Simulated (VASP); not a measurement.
Runs of VASP 6.6.1 on CsLiCr2Te2S3. The structure is monoclinic, space group Cm (No. 8). Conventional cell: a = 6.843 Å, b = 10.361 Å, c = 7.978 Å, α = 90.00°, β = 111.21°, γ = 90.00°. Around Cs (site symmetry m) lie 5 S at 3.58 to 3.92 Å and 1 Li at 4.01 Å. Li (site symmetry m) has 3 S at 2.42 to 2.56 Å as nearest neighbours. Cr (site symmetry 1) is surrounded by 3 S at 2.20 to 2.25 Å and 1 Te at 2.51 Å. Around Te (site symmetry 1) lie 1 Cr at 2.51 Å. S (site symmetry 1) is surrounded by 2 Cr at 2.24 to 2.25 Å and 1 Li at 2.56 Å. S (site symmetry m) has 2 Cr at 2.20 Å and 1 Li at 2.42 Å as nearest neighbours. The cell was built by a generator and needn't be a form met in nature.

| task | level | cell | k mesh | cutoff (eV) | smearing | grid for exact exchange (PRECFOCK) | screening parameter | mesh quality | gap on the mesh (eV) | moment (μB) | largest force (eV/Å) |
| --- | --- | --- | --- | --- | --- | --- | --- | --- | --- | --- | --- |
| single point | PBE | Cm, 29.3 Å³/atom | 5 × 5 × 4 | 520 | fermi-dirac 0.05 eV | - | - | not flagged | none | 4.01 | 0.01 |
| single point | PBE | atoms moved at random, drawn with an rms of 0.05 Å | 5 × 5 × 4 | 520 | fermi-dirac 0.05 eV | - | - | not flagged | none | 4.02 | 0.56 |
| relaxation of cell and atoms | PBE | relaxed | 5 × 5 × 4 | 600 | fermi-dirac 0.05 eV | - | - | not flagged | none | 4.01 | 0.01 |
| band structure | PBE | Cm, 29.27 Å³/atom | 5 × 5 × 4 | 520 | fermi-dirac 0.05 eV | - | - | not flagged | - | 4.01 | - |
| density of states | HSE06 | Cm, 29.3 Å³/atom | 3 × 3 × 2 | 520 | gaussian 0.05 eV | Fast | 0.2 1/A | coarse | none | 4.00 | (a) |

Alike in all rows: potentials or basis VASP PAW PBE potentials, release 64 (Cs_sv, Li_sv, Cr_pv, Te, S); spin collinear, ferromagnetic start.

**Question.** Estimate the missing entries.

**Answer.** (a) 0.26.

Caveats: some runs use coarse meshes; the cutoff is under 1.25 times the usual one of these potentials, so pressure, stress and relaxed cells hold a basis-set (Pulay) error; only a ferromagnetic start was run, and an antiferromagnetic order may lie lower in energy; spin-orbit coupling is left out, which moves the levels of the heavy elements (some runs); the PAW data sets were made with another functional, which shifts forces and pressure a little (some runs).

A k mesh can miss the band edges, and the runs leave out spin-orbit coupling on Cs, Te.

A gap of «none» marks a metal or a gap under the smearing width.
